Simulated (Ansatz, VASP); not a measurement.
# CoSi2: VASP beside Ansatz, part 2 of 2

One calculation is typed for both programs; each brings its own data sets. How far apart do they land? The cell is taken from a series of runs on this material, whose earlier steps may have relaxed, scaled, displaced or heated it; both programs get it as it stands.

VASP 6.6.1 and Ansatz 0.2.0.

So far: The structure; VASP: zone-centre phonons, PBEsol.

### Step 3. Ansatz: zone-centre phonons, PBEsol

Level of this step: Ansatz beside VASP: Kohn-Sham DFT, plane waves, PBEsol (Ansatz).

Ansatz runs on its PAW soft_1 files.

The same cell, functional, mesh and smearing now go to Ansatz, which takes its cutoff from its data sets.

The input, input.yaml:

```yaml
crystal:
  lattice:
    - [0.0, 2.6738667619, 2.6738667619]
    - [2.6738667619, 0.0, 2.6738667619]
    - [2.6738667619, 2.6738667619, 0.0]
  atoms:
    - { symbol: Si, position: [0.25, 0.25, 0.25] }
    - { symbol: Si, position: [0.75, 0.75, 0.75] }
    - { symbol: Co, position: [0.0, 0.0, 0.0] }
kpoints:
  mp_grid: { grid: [16, 16, 16] }
hamiltonian:
  xc: pbesol
  pseudopotentials: { kind: paw, azcp: { folder: soft_1 }, xc_functional: pbe }
scf:
  occupations: { method: methfessel_paxton, width: 0.2 }
output:
  eigenvalues: true
phonons:
  method: dfpt
```

Command:

```bash
> ansatz run input.yaml --threads 4 --pin off --max-ram 10240MiB --backend cpu --events-out ev --progress --plain --runs-dir out
```

Numbers of over 12 decimals in the logs are rounded to 6 here.

The program printed:

```text
zone centre: on kpoints.mp_grid the ground state, and the responses unless they are solved on pairs of k-points, stand on 349 of the mesh's 4096 k-points, reduced under 8 symmetry operations, with k and −k counted as one. Each operation leaves every solved displacement unchanged or reverses it
Engine: ansatz 0.2.0, x86_64-unknown-linux-gnu
Pseudopotentials: kind: paw
Pseudopotential: Si, paw, valence charge 4, recommended cutoff 420 eV (normal), soft_1/Si.paw.azcp
Pseudopotential: Co, paw, valence charge 17, recommended cutoff 420 eV (normal), soft_1/Co.paw.azcp
Functional definition: PBEsol
  exchange = pbesol_x
  correlation = pbesol_c
Crystal: 3 atoms, lattice volume = 38.234 Å³
Basis set: ecut = 420 eV, 725 PW (Γ), exchange–correlation on 54×54×54 points (8 copies of the dense FFT grid, shifted against one another)
Bands: 17, of which v1, the nominal top of the filled ones, is band 13 counted from 1 (12 counted from 0)
Symmetry: 48 space group operations
k-points: 349 of 4096 (irreducible under 8 space group operations, time reversal used)
Non-local potential: Si, projectors of the file, l = 0: 2, l = 1: 2, l = 2: 1
Non-local potential: Co, projectors of the file, l = 0: 3, l = 1: 2, l = 2: 3, l = 3: 1
PAW form: soft (Blöchl's): semilocal exchange-correlation on the pseudo side does not see the compensation charge
PAW frozen core: Si, regenerated for the run's functional, and the local potential with it (the file was generated under x = pbe(κ = 0.804, μ = 0.219515), c = pbe(β = 0.066725))
PAW frozen core: Co, regenerated for the run's functional, and the local potential with it (the file was generated under x = pbe(κ = 0.804, μ = 0.219515), c = pbe(β = 0.066725))
PAW one-centre angular grid: Si, 110 points (default); XC on 64 Gauss nodes
PAW one-centre angular grid: Co, 590 points (default); XC on 64 Gauss nodes
Initial density: superposition of atomic densities (chi_scale 0.1, normalization cell, long waves kept (reshape's long-wave potential 0.00 eV rms))
Initial wavefunctions: pseudopotential atomic-orbital guess
Functional: x = pbesol(κ = 0.804, μ = 0.123457), c = pbesol(β = 0.046)
SCF iter   1: F=—  HF=-6338.969789 eV  |F-HF|=—  |Δ(HF+E_count)|=         —  Δρ=1.40e-1  dr2=8.34e0  ethr=3.10e-3  ⟨swp⟩=5.1  Hψ=30112  notcnv=0
preconditioner: auto → Kerker (q_TF=auto, 2.542 Å⁻¹)  [metal: Δε(μ)=0.038 eV  Ē_g=8.765 eV  σ=0.200 eV  W_gap=0.16  n_scr=14 (ndim 8)  ℏωp=24.8 eV  f_vac=0.000  D(μ)=0.99/eV (n_scr^D=8)]
SCF iter   2: F=—  HF=-6338.210725 eV  |F-HF|=—  |Δ(HF+E_count)|=   7.59e-1  S|Δr|=    0.00e0  Δρ=5.94e-2  dr2=2.10e0  ethr=3.10e-3  ⟨swp⟩=2.5  Hψ=12057  notcnv=0  defer=71
SCF iter   3: F=—  HF=-6337.742832 eV  |F-HF|=—  |Δ(HF+E_count)|=   4.68e-1  S|Δr|=    0.00e0  Δρ=2.09e-2  dr2=2.34e-1  ethr=3.10e-3  ⟨swp⟩=2.1  Hψ=10333  notcnv=0  defer=71
SCF iter   4: F=—  HF=-6337.714673 eV  |F-HF|=—  |Δ(HF+E_count)|=   2.82e-2  S|Δr|=    0.00e0  Δρ=9.65e-3  dr2=2.59e-2  ethr=9.37e-4  ⟨swp⟩=1.2  Hψ=8760  notcnv=0  defer=68
SCF iter   5: F=—  HF=-6337.713775 eV  |F-HF|=—  |Δ(HF+E_count)|=   8.98e-4  S|Δr|=    0.00e0  Δρ=3.41e-3  dr2=5.71e-3  ethr=1.04e-4  ⟨swp⟩=1.1  Hψ=6109  notcnv=0  defer=63
SCF iter   6: F=—  HF=-6337.713018 eV  |F-HF|=—  |Δ(HF+E_count)|=   7.57e-4  S|Δr|=    0.00e0  Δρ=8.20e-4  dr2=4.47e-4  ethr=2.28e-5  ⟨swp⟩=1.0  Hψ=5939  notcnv=0  defer=63
SCF iter   7: F=—  HF=-6337.713018 eV  |F-HF|=—  |Δ(HF+E_count)|=   4.85e-7  S|Δr|=    0.00e0  Δρ=1.47e-4  dr2=1.38e-5  ethr=1.79e-6  ⟨swp⟩=2.2  Hψ=8652  notcnv=0  defer=63
SCF iter   8: F=—  HF=-6337.713020 eV  |F-HF|=—  |Δ(HF+E_count)|=   2.34e-6  S|Δr|=    0.00e0  Δρ=1.64e-5  dr2=1.77e-7  ethr=5.51e-8  ⟨swp⟩=2.1  Hψ=7426  notcnv=0  defer=63
SCF iter   9: F=—  HF=-6337.713020 eV  |F-HF|=—  |Δ(HF+E_count)|=   1.05e-7  S|Δr|=    0.00e0  Δρ=2.84e-6  dr2=2.77e-9  ethr=7.09e-10  ⟨swp⟩=2.0  Hψ=8549  notcnv=0  defer=63
SCF iter  10: F=-6337.713020 eV  HF=-6337.713020 eV  |F-HF|=3.64e-12  |Δ(HF+E_count)|=  1.27e-11  S|Δr|=    0.00e0  Δρ=1.73e-7  dr2=5.19e-12  ethr=1.00e-12  ⟨swp⟩=5.9  Hψ=32441  notcnv=0
SCF 1 converged in 10 iterations: F = -6337.713020 eV  dr2 = 5.19e-12
  greatest PAW one-centre occupation: 1.000 electrons in one spin orbital (limit 2), on the Co atom at site 2 (counted from 0), in its partial waves of l = 1
DFPT response loops at Γ: preconditioner auto → Kerker (q_TF=auto, 2.542 Å⁻¹) (partly filled bands, converged f_vac=0.000); β = 1.00, the filter's whole step (`scf.mixing.beta` (0.50) is not read by the response loops under this deck's `scf.mixing.preconditioner`; to damp them name `kerker` or `kerker_dos`, under which they read `scf.mixing.beta`, and type it under 1.00, their step now; both keys bind the ground state too); Broyden in place of MSR1
SCF converged after 10 iterations
Stability not checked: this state was not tested for a lower state beside it, because cold or Methfessel-Paxton smearing, or corrected tetrahedra, fill the levels in a way that the test cannot read (fill_not_monotonic; see scf.lower_state_search)
Free energy (F): -6337.713020 eV
Harris-Foulkes:  -6337.713020 eV  (|F-HF|=3.64e-12)
Internal energy: -6337.713881 eV  (E = F + TS)
E sigma→0 (E₀):  -6337.713236 eV
Entropy (-TS):   0.000861 eV (0.287 meV/atom)
Fermi energy:    12.825442 eV
--- Per-component energies (eV) ---
  E_band       = -283.972583
  E_kinetic    = 384.462728
  E_local      = -3905.736445  (includes V_loc(G=0)·N_el)
  E_nonlocal   = 480.737841
  E_hartree    = 1769.261392
  E_xc         = -208.196519
  E_vxc        = -220.384371  (∫ρ·V_xc dr)
  E_paw        = -2536.424124  (= ΣΔE_a)
  E_vpaw       = -561.575065  (= ΣTr[D̂ρ^β])
  E_aug_tail   = 0.000036  (compensation charges beyond the density's cutoff)
  E_ewald      = -2322.070332
  E_core_change = 0.251541  (= ΣΔE_core)
  E_smearing   = 0.000861  (= −TS)
  E_closure    = -0.000000  (closes the sum)
  Σ components = -6337.713020   (vs F -6337.713020, Δ=0.00e0)
--- Band table (eV; the first three rows and the last of 349) ---
  k-point 0: bands = [... 9 lower, 10.9251, 13.6631, 16.2613, 16.2613, 16.2613, 16.3065, 16.3065, 16.3065]
  k-point 1: bands = [... 9 lower, 10.9062, 13.7243, 15.1666, 15.7154, 15.7154, 16.8764, 16.8764, 17.4428]
  k-point 2: bands = [... 9 lower, 10.8581, 13.5295, 14.5591, 15.1653, 15.1653, 17.3036, 17.3036, 18.0960]
  k-point 348: bands = [... 9 lower, 10.5222, 10.8638, 11.3831, 12.1704, 16.5133, 16.5133, 18.6171, 19.4534]
--- Phonons (Γ-DFPT): 2 representative perturbations + reference, on 349 of 4096 k-points (Σ response iterations 6) ---
  k mesh reduced under 8 symmetry operations, with k and −k counted as one. Each operation leaves every solved displacement unchanged or reverses it
  ASR residual: 2.479e-5 → 0.000e0 eV/Å²; symmetrization residual: 5.465e-7 eV/Å²
  ASR residual per site (eV/Å²): 2.48e-5 2.48e-5 1.67e-5
  Γ frequencies (cm⁻¹): 0.00 0.00 0.00 328.62 328.62 328.62 329.88 329.88 329.88
  non-analytic LO–TO correction: not included (Born effective charges unavailable; polar crystals: no LO–TO splitting at Γ)
```

The column dr2 measures how far the density is from self-consistency, as an energy; F and HF (Harris–Foulkes) agree once it is small.

### Step 4. Comparison

Known differences besides the potentials themselves: the data sets hold 25 valence electrons in Ansatz (on its PAW soft_1 files) and 17 in VASP; the cutoff is 420 eV in Ansatz and 600 eV in VASP; Ansatz makes its cores anew for this functional, VASP keeps those of its PBE data sets. Total energies have different zeros and are not compared.

The two programs side by side:

```
                  quantity  Ansatz   VASP  difference
optical mode 1 to 3 (cm⁻¹)   328.6  329.6     -0.28 %
optical mode 4 to 6 (cm⁻¹)   329.9  332.0     -0.64 %
```

Modes are paired by rising frequency, not by their patterns, so a pair may set unlike modes beside each other; they are those without the splitting of longitudinal modes.

### Step 5. Summary of results

```
r.m.s. difference of the optical zone-centre modes, each program's sorted by frequency (zone-centre phonons, PBEsol) : 1.6 cm⁻¹
difference in optical mode 4 to 6 (zone-centre phonons, PBEsol)                                                      : -0.6 %
```

**Reading.** The r.m.s. difference of the optical zone-centre modes, each program's sorted by frequency is 1.6 cm⁻¹ (zone-centre phonons, PBEsol). The data sets hold unlike numbers of valence electrons (25 in Ansatz and 17 in VASP), so part of the differences comes from the potentials. Among the rows given in per cent, the largest difference of the zone-centre phonons, PBEsol pair is in optical mode 4 to 6, -0.6 %. How closely two codes agree says nothing of how well the functional describes the real material.

[Lines on the potential files, build, host, timing and source positions are cut from VASP's logs without a mark.]

[Logs are printed without paths, hosts, clocks, repeated set-up lines and the standing remarks that a program may print on its own settings, such as how far it seeks lower states.]

[Hosts, paths, dates, database ids (printed as entryN), source tags and the programs' standing remarks are cut or masked in the printed files.]
